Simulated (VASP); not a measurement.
# NiC (Fm-3m) in VASP: further runs

The runs below take NiC through relaxation of cell and atoms, with PBE, LDA.

Everything below comes from runs of VASP 6.6.1. Logs are shortened: lines on timing, memory, paths and dates and some standing lists are left out, and cuts for length are marked.

## 1. Starting point

Symmetry: Fm-3m, No. 225, cubic system. The conventional cell has a = 4.068 Å, b = 4.068 Å, c = 4.068 Å, α = 90.00°, β = 90.00°, γ = 90.00°. Around Ni (site symmetry m-3m) lie 6 C at 2.03 Å. C (site symmetry m-3m) is surrounded by 6 Ni at 2.03 Å.

The cell was built by a generator and needn't be a form met in nature.

## 2. Relaxation of cell and atoms, PBE, collinear spin, ferromagnetic start

INCAR reads:

```
  ALGO = Normal
  EDIFF = 1E-6
  EDIFFG = -0.01
  ENCUT = 600
  GGA = PE
  IBRION = 2
  ISIF = 3
  ISMEAR = 0
  ISPIN = 2
  LASPH = True
  LCHARG = False
  LMAXMIX = 4
  LORBIT = 11
  LREAL = False
  LWAVE = False
  MAGMOM = 1 0
  NELM = 150
  NSW = 60
  PREC = Accurate
  SIGMA = 0.05
```

KPOINTS reads:

```
k-points
0
Gamma
  11 11 11
```

POSCAR reads:

```
NiC
1.0
    0.0000000000      2.0340500000      2.0340500000
    2.0340500000      0.0000000000      2.0340500000
    2.0340500000      2.0340500000      0.0000000000
Ni C
1 1
Direct
    0.5000000000      0.5000000000      0.5000000000
    0.0000000000      0.0000000000      0.0000000000
```

Potentials or basis: VASP PAW PBE potentials, release 64 (Ni, C).

On the command line:

```
$ cat potpaw_PBE.64/Ni/POTCAR potpaw_PBE.64/C/POTCAR > POTCAR
$ mpirun -np 1 vasp_std > vasp.out
```

OUTCAR:

```text
EDIFF = 1E-6
   EDIFFG = -0.01
   ENCUT = 600
   GGA = PE
   IBRION = 2
   ISIF = 3
   ISMEAR = 0
   ISPIN = 2
   LASPH = True
   LORBIT = 11
   LREAL = False
   NELM = 150
   NSW = 60
   PREC = Accurate

 ion  position               nearest neighbor table
   1  0.500  0.500  0.500-   2 2.03   2 2.03   2 2.03   2 2.03   2 2.03   2 2.03
   2  0.000  0.000  0.000-   1 2.03   1 2.03   1 2.03   1 2.03   1 2.03   1 2.03

  LATTYP: Found a face centered cubic cell.
 ALAT       =     4.0681000000

  Lattice vectors:

 A1 = (   0.0000000000,   2.0340500000,   2.0340500000)
 A2 = (   2.0340500000,   0.0000000000,   2.0340500000)
 A3 = (   2.0340500000,   2.0340500000,   0.0000000000)

Analysis of symmetry for initial positions (statically):
=====================================================================
 Subroutine PRICEL returns:
 Original cell was already a primitive cell.

 Routine SETGRP: Setting up the symmetry group for a
 face centered cubic supercell.

 Subroutine GETGRP returns: Found 48 space group operations
 (whereof 48 operations were pure point group operations)
 out of a pool of 48 trial point group operations.

The static configuration has the point symmetry O_h .

Analysis of symmetry for dynamics (positions and initial velocities):
=====================================================================
 Subroutine PRICEL returns:
 Original cell was already a primitive cell.

 Routine SETGRP: Setting up the symmetry group for a
 face centered cubic supercell.

 Subroutine GETGRP returns: Found 48 space group operations
 (whereof 48 operations were pure point group operations)
 out of a pool of 48 trial point group operations.

The dynamic configuration has the point symmetry O_h .

Analysis of structural, dynamic, and magnetic symmetry:
=====================================================================
 Subroutine PRICEL returns:
 Original cell was already a primitive cell.

 Routine SETGRP: Setting up the symmetry group for a
 face centered cubic supercell.

 Subroutine GETGRP returns: Found 48 space group operations
 (whereof 48 operations were pure point group operations)
 out of a pool of 48 trial point group operations.

The overall configuration has the point symmetry O_h .

 Subroutine INISYM returns: Found 48 space group operations
 (whereof 48 operations are pure point group operations),
 and found     1 'primitive' translations

----------------------------------------------------------------------------------------

                                     Primitive cell

  volume of cell :      16.8312

  direct lattice vectors                    reciprocal lattice vectors
     0.000000000  2.034050000  2.034050000    -0.245815000  0.245815000  0.245815000
     2.034050000  0.000000000  2.034050000     0.245815000 -0.245815000  0.245815000
     2.034050000  2.034050000  0.000000000     0.245815000  0.245815000 -0.245815000

  length of vectors
     2.876581097  2.876581097  2.876581097     0.425764069  0.425764069  0.425764069

  position of ions in fractional coordinates (direct lattice)
     0.500000000  0.500000000  0.500000000
     0.000000000  0.000000000  0.000000000

  ion indices of the primitive-cell ions
   primitive index   ion index
                 1           1
                 2           2

----------------------------------------------------------------------------------------

 KPOINTS: k-points

Automatic generation of k-mesh.
 Grid dimensions read from file:
 generate k-points for:   11   11   11

 Generating k-lattice:

  Cartesian coordinates                     Fractional coordinates (reciprocal lattice)
    -0.022346818  0.022346818  0.022346818     0.090909091  0.000000000  0.000000000
     0.022346818 -0.022346818  0.022346818     0.000000000  0.090909091  0.000000000
     0.022346818  0.022346818 -0.022346818     0.000000000  0.000000000  0.090909091

  Length of vectors
     0.038705824  0.038705824  0.038705824

  Shift w.r.t. Gamma in fractional coordinates (k-lattice)
     0.000000000  0.000000000  0.000000000

 Subroutine IBZKPT returns following result:
 ===========================================

 Found     56 irreducible k-points:

 Following reciprocal coordinates:
[... 37 lines left out ...]
   ICHARG =      2    charge: 1-file 2-atom 10-const
   ISPIN  =      2    spin polarized calculation?
   LNONCOLLINEAR =      F non collinear calculations
   LSORBIT =      F    spin-orbit coupling
   LASPH  =      T    aspherical Exc in radial PAW
   ENCUT  =  600.0 eV  44.10 Ry    6.64 a.u.   5.75  5.75  5.75*2*pi/ulx,y,z
   NELM   =    150;   NELMIN=  2; NELMDL= -5     # of ELM steps
   EDIFF  = 0.1E-05   stopping-criterion for ELM
   LREAL  =      F    real-space projection
   EDIFFG = -.1E-01   stopping-criterion for IOM
   NSW    =     60    number of steps for IOM
   IBRION =      2    ionic relax: 0-MD 1-quasi-New 2-CG
   NFREE  =      1    steps in history (QN), initial steepest desc. (CG)
   ISIF   =      3    stress and relaxation
   ISYM   =      2    0-nonsym 1-usesym 2-fastsym
   POTIM  = 0.5000    time-step for ionic-motion
   TEBEG  =    0.0;   TEEND  =   0.0 temperature during run
   PSTRESS=    0.0 pullay stress
   NELECT =      14.0000    total number of electrons
   NUPDOWN=      -1.0000    fix difference up-down
   EMIN   =  10.00;   EMAX   =-10.00  energy-range for DOS
   EFERMI =   0.00;   METHOD = LEGACY
   ISMEAR =     0;   SIGMA  =   0.05  broadening in eV -4-tet -1-fermi 0-gaus
   EFERMI_NEDOS =   21; number of points for ismear=-14 and -15
   IALGO  =     38    algorithm
   IMIX   =      4    mixing-type and parameters
     AMIX     =   0.40;   BMIX     =  1.00
     AMIX_MAG =   1.60;   BMIX_MAG =  1.00
  volume/ion in A,a.u.               =       8.42        56.79
  Fermi-wavevector in a.u.,A,eV,Ry     =   1.539616  2.909453 32.251507  2.370419
  Thomas-Fermi vector in A             =   2.645819
   LORBIT       =     11    0 simple, 1 ext, 2 COOP (PROOUT), +10 PAW based schemes
   GGA     = PE    functional components
   LHFCALC =     F    Hartree Fock is set to
   AEXX    =    0.0000 exact exchange contribution
   IVDW    =     0    specifies the selected vdW correction
   LEPSILON=     F    determine dielectric tensor
   LRPA    =     F    only Hartree local field effects (RPA)
 conjugate gradient relaxation of ions
 spin polarized calculation
 Gauss-broadening in eV      SIGMA  =   0.05
  energy-cutoff  :      600.00
  volume of cell :       16.83
 maximum number of plane-waves:       572
   NGX = 11   NGY = 11   NGZ = 11

 number of electron      14.0000002 magnetization      -0.0001513

 number of electron      14.0000002 magnetization       0.0000480

 Free energy of the ion-electron system (eV)
  ---------------------------------------------------
  ext. energy  EPLUGINS =         0.00000000
  ---------------------------------------------------
  free energy    TOTEN  =       -12.51847435 eV

  energy without entropy =      -12.51784470  energy(sigma->0) =      -12.51815953

 E-fermi :   9.7611     XC(G=0): -13.3122

 val. band max:        9.6754689779   @ k =  -0.3636   0.4545   0.0909
 cond. band min:       9.7663473544   @ k =  -0.2727   0.3636   0.0909
 fundamental gap:      0.0908783765
 Fermi energy:         9.7611221283

 spin component 1

 k-point     1 :       0.0000    0.0000    0.0000
  band No.  band energies     occupation
      1      -5.4097      1.00000
      2       6.6672      1.00000
      3       6.6672      1.00000
      4       6.6672      1.00000
      5       6.9556      1.00000
      6       6.9556      1.00000
      7      11.0064      0.00000
      8      11.0064      0.00000
      9      11.0064      0.00000
     10      21.0180      0.00000
     11      26.9710      0.00000
     12      28.0768      0.00000
[... 333 lines left out ...]
      1      -3.4759      1.00000
      2       4.6294      1.00000
      3       5.2935      1.00000
      4       5.4764      1.00000
      5       7.0831      1.00000
      6       7.5230      1.00000
      7      10.0793      0.00000
      8      10.4728      0.00000
      9      13.6188      0.00000
     10      22.1763      0.00000
     11      22.8118      0.00000
     12      24.6435      0.00000

 [... further k-points ...]

 spin component 2

 k-point     1 :       0.0000    0.0000    0.0000
  band No.  band energies     occupation
      1      -5.4097      1.00000
      2       6.6672      1.00000
      3       6.6672      1.00000
      4       6.6672      1.00000
      5       6.9557      1.00000
      6       6.9557      1.00000
      7      11.0064      0.00000
      8      11.0064      0.00000
      9      11.0064      0.00000
     10      21.0180      0.00000
     11      26.9710      0.00000
     12      28.0768      0.00000
[... 333 lines left out ...]
      1      -3.4759      1.00000
      2       4.6294      1.00000
      3       5.2935      1.00000
      4       5.4764      1.00000
      5       7.0831      1.00000
      6       7.5230      1.00000
      7      10.0793      0.00000
      8      10.4728      0.00000
      9      13.6188      0.00000
     10      22.1763      0.00000
     11      22.8118      0.00000
     12      24.6435      0.00000

 [... further k-points ...]

------------------------ aborting loop because EDIFF is reached ----------------------------------------

  FORCE on cell =-STRESS in cart. coord.  units (eV):
  Direction    XX          YY          ZZ          XY          YZ          ZX
  --------------------------------------------------------------------------------------
  -------------------------------------------------------------------------------------
  Total        0.0191763      0.0191763      0.0191763      0.0000000      0.0000000     -0.0000000
  in kB        1.8254144      1.8254144      1.8254144      0.0000000      0.0000000     -0.0000000
  external PRESSURE =       1.8254144 kB  Pullay stress =       0.0000000 kB

 VOLUME and BASIS-vectors are now :
 -----------------------------------------------------------------------------
  energy-cutoff  :      600.00
  volume of cell :       16.83
      direct lattice vectors                 reciprocal lattice vectors
     0.000000000  2.034050000  2.034050000    -0.245815000  0.245815000  0.245815000
     2.034050000  0.000000000  2.034050000     0.245815000 -0.245815000  0.245815000
     2.034050000  2.034050000  0.000000000     0.245815000  0.245815000 -0.245815000

 POSITION                                       TOTAL-FORCE (eV/Angst)
 -----------------------------------------------------------------------------------
      2.03405      2.03405      2.03405         0.000000     -0.000000     -0.000000
      0.00000      0.00000      0.00000        -0.000000      0.000000      0.000000
 -----------------------------------------------------------------------------------
    total drift:                                0.000000     -0.000000      0.000000

  FREE ENERGIE OF THE ION-ELECTRON SYSTEM (eV)
  ---------------------------------------------------
  free  energy   TOTEN  =       -12.5184743478 eV

  energy  without entropy=      -12.5178447049  energy(sigma->0) =      -12.51815953

 reached required accuracy - stopping structural energy minimisation

 total charge

# of ion       s       p       d       tot
------------------------------------------
    1        0.490   0.663   8.379   9.532
    2        0.894   1.395   0.000   2.289
--------------------------------------------------
tot          1.384   2.058   8.379  11.821

 magnetization (x)

# of ion       s       p       d       tot
------------------------------------------
    1        0.000   0.000   0.000   0.000
    2       -0.000  -0.000   0.000  -0.000
--------------------------------------------------
tot          0.000  -0.000   0.000   0.000
```

Run time: 53 s. Hardware: 1 thread of AMD EPYC 7R43 (Zen 3), shared host; peak memory 0.13 GiB.

Results:

```
Free energy                                           : -12.5185 eV
Pressure after relaxing                               : 0.2 GPa
Band gap on the k mesh                                : none (metal or under the smearing width)
Net moment                                            : 0.00 μB per cell
Valence electrons inside the program's atomic spheres : Ni 9.53; C 2.29
```

Final structure:
```yaml
crystal:
  lattice:
    - [0.00000, 2.03405, 2.03405]
    - [2.03405, 0.00000, 2.03405]
    - [2.03405, 2.03405, 0.00000]
  atoms:
    - { symbol: Ni, position: [0.50000, 0.50000, 0.50000] }
    - { symbol: C, position: [0.00000, 0.00000, 0.00000] }
```

Levels at points of the mesh, in eV from the Fermi level:
Spin up:
| k point | band 5 | band 6 | band 7 | band 8 | band 9 | band 10 |
| --- | --- | --- | --- | --- | --- | --- |
| (0.00, 0.00, 0.00) | -2.81 | -2.81 | 1.25 | 1.25 | 1.25 | 11.26 |
Spin down:
```
           k point  band 4  band 5  band 6  band 7  band 8  band 9  band 10  band 11
(0.00, 0.00, 0.00)   -3.09   -2.81   -2.81    1.25    1.25    1.25    11.26    17.21
```

Caveat: the relaxation stopped at its first step, so nothing moved.

## 3. Relaxation of cell and atoms, LDA, collinear spin, ferromagnetic start

INCAR reads:

```
  PREC = Accurate
  ENCUT = 600
  EDIFF = 1E-6
  ISMEAR = 0
  SIGMA = 0.05
  LREAL = False
  LASPH = True
  NELM = 150
  ALGO = Normal
  ISIF = 3
  LWAVE = False
  LCHARG = False
  ISPIN = 2
  MAGMOM = 1 0
  LORBIT = 11
  LMAXMIX = 4
  GGA = CA
  IBRION = 2
  NSW = 60
  EDIFFG = -0.02
```

KPOINTS reads:

```
regular mesh
0
Gamma
  11 11 11
```

POSCAR is that of step 2.

Potentials or basis: VASP PAW LDA potentials, release 64 (Ni, C).

On the command line:

```
$ cat potpaw_LDA.64/Ni/POTCAR potpaw_LDA.64/C/POTCAR > POTCAR
$ mpirun -np 1 vasp_std > vasp.out
```

Run time: 96 s. Hardware: 1 thread of AMD EPYC 7R43 (Zen 3), shared host; peak memory 0.12 GiB.

The run converged. Its results:

| Item | Value |
| --- | --- |
| Free energy | -14.6648 eV |
| Relaxed volume | 7.93 Å³/atom |
| Relaxed cell | a = 2.820 Å, b = 2.820 Å, c = 2.820 Å, α = 60.00°, β = 60.00°, γ = 60.00° |
| Space group after relaxing (to 0.05 Å) | Fm-3m (No. 225) |
| Energy gained by relaxing | 26.6 meV/atom |
| Ionic steps | 3 |
| Pressure after relaxing | -0.3 GPa |
| Band gap on the k mesh | none (metal or under the smearing width) |
| Net moment | 0.00 μB per cell |
| Valence electrons inside the program's atomic spheres | Ni 9.72; C 2.32 |

The path:
| step | energy change (eV) | largest force (eV/Å) | pressure (GPa) | volume (Å³) |
| --- | --- | --- | --- | --- |
| 1 | 0.0000 | 0.0000 | -16.38 | 16.83 |
| 2 | 0.0188 | 0.0000 | 23.90 | 14.82 |
| 3 | -0.0532 | 0.0000 | -0.31 | 15.86 |

Final structure:
```
Ni C
1.0
     0.00000    1.99408    1.99408
     1.99408    0.00000    1.99408
     1.99408    1.99408    0.00000
Ni C
1 1
Direct
  0.50000 0.50000 0.50000
  0.00000 0.00000 0.00000
```

Levels at points of the mesh, in eV from the Fermi level:
Spin up:
| k point | band 4 | band 5 | band 6 | band 7 | band 8 | band 9 | band 10 | band 11 |
| --- | --- | --- | --- | --- | --- | --- | --- | --- |
| (0.00, 0.00, 0.00) | -3.40 | -3.18 | -3.18 | 1.19 | 1.19 | 1.19 | 12.29 | 17.30 |
Spin down:
| k point | band 4 | band 5 | band 6 | band 7 | band 8 | band 9 | band 10 | band 11 |
| --- | --- | --- | --- | --- | --- | --- | --- | --- |
| (0.00, 0.00, 0.00) | -3.40 | -3.18 | -3.18 | 1.19 | 1.19 | 1.19 | 12.29 | 17.30 |

## 4. The reference run

An earlier run on the cell as given: functional PBE; potentials or basis VASP PAW PBE potentials, release 64 (Ni, C); cutoff 520 eV; k mesh 11 × 11 × 11; occupations fermi-dirac, width 0.05 eV; collinear spin, ferromagnetic start; starting moments [1.0, 0.0] μB.

* Pressure: 0.4 GPa
* Band gap on the k mesh: none (metal or under the smearing width)
* Net moment: 0.00 μB per cell
* Valence electrons inside the program's atomic spheres: Ni 9.53; C 2.29

## 5. Overview

| task | level | potentials or basis | cell | cutoff (eV) | smearing | gap on the mesh (eV) | pressure (GPa) | moment (μB) |
| --- | --- | --- | --- | --- | --- | --- | --- | --- |
| relaxation of cell and atoms | PBE | VASP PAW PBE potentials, release 64 (Ni, C) | relaxed | 600 | gaussian 0.05 eV | none | 0.2 | 0.00 |
| relaxation of cell and atoms | LDA | VASP PAW LDA potentials, release 64 (Ni, C) | relaxed | 600 | gaussian 0.05 eV | none | -0.3 | 0.00 |
| single point | PBE | VASP PAW PBE potentials, release 64 (Ni, C) | as given | 520 | fermi-dirac 0.05 eV | none | 0.4 | 0.00 |

Alike in all rows: spin collinear, ferromagnetic start; k mesh 11 × 11 × 11.

Caveats: the relaxation stopped at its first step, so nothing moved (some runs).

Total energies depend on the potentials used, so only differences within one code and one set of settings carry meaning.
